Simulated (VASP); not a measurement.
Given:

```xyz
3
Lattice="0.0000 3.0600 3.0600 3.0600 0.0000 3.0600 3.0600 3.0600 0.0000" Properties=species:S:1:pos:R:3 pbc="T T T"
Li     1.5300     1.5300     1.5300
Li     4.5900     4.5900     4.5900
Se     0.0000     0.0000     0.0000
```

These are PBE GGA, VASP's PBE PAW potentials (set 64) (plane waves; VASP) values and carry that method's errors. Numerical set-up: 520 eV cut-off, 5×5×5 Γ-centred mesh, Gaussian smearing of 0.050 eV, potentials Li_sv Se.

Task: What does the run give for the energy per atom (σ→0), pressure, band gap (on the k-mesh) with the smallest direct gap where there is one?

Result: 
The band gap (on the k-mesh) is 3.16 eV and the smallest direct gap (on the k-mesh) is 3.16 eV. The energy per atom (σ→0) comes out as -3.705 eV/atom. The pressure is -1.71 GPa.

The compound is Li2Se in the antifluorite structure. The cell was not relaxed at this level.
